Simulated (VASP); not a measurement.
Level of theory: PBEsol GGA, VASP's PBE PAW potentials (set 64) (plane waves; VASP).

A VASP calculation is set up with these files.

POSCAR:
```
SnSe2
1
    1.9097740925    -3.3078259723     0.0000000000
    1.9097740925     3.3078259723     0.0000000000
    0.0000000000     0.0000000000     6.2565583339
Sn Se
1 2
Direct
  0.0000000000   0.0000000000   0.0000000000
  0.3333330000   0.6666670000   0.2532711771
  0.6666670000   0.3333330000   0.7467288229
```

File KPOINTS:
```
Automatic mesh
0
Gamma
 8 8 4
```

INCAR:
```
# general
SYSTEM =SnSe2
PREC   =Accurate
ENCUT  =400
LREAL  =.FALSE.
LASPH  =.TRUE.

# electronic loop
EDIFF  =1E-7
NELM   =100
ALGO   =Normal
LMAXMIX=4

# smearing
ISMEAR =-5

# functional
GGA    =PS

# ions
ISIF   =2

# output
LWAVE  =.FALSE.
LCHARG =.TRUE.
LORBIT =11
NEDOS  =601

# other
LEFG   =.TRUE.
```

POTCAR, in this order: Sn_d Se (PBE.64 set). Program: vasp_std.

### Question
What will the output report for the number of irreducible k-points (NKPTS), number of bands (NBANDS), largest plane-wave count, number of space-group operations, FFT grid (NGX, NGY, NGZ)?

### Answer

```yaml
number of irreducible k-points (NKPTS): 35
number of bands (NBANDS): 17
largest_plane_wave_count: 1454
number_of_space_group_operations: 12
FFT grid (NGX, NGY, NGZ): 28 × 28 × 42
```

The compound is SnSe2 in the 1T layered structure. It was relaxed first.
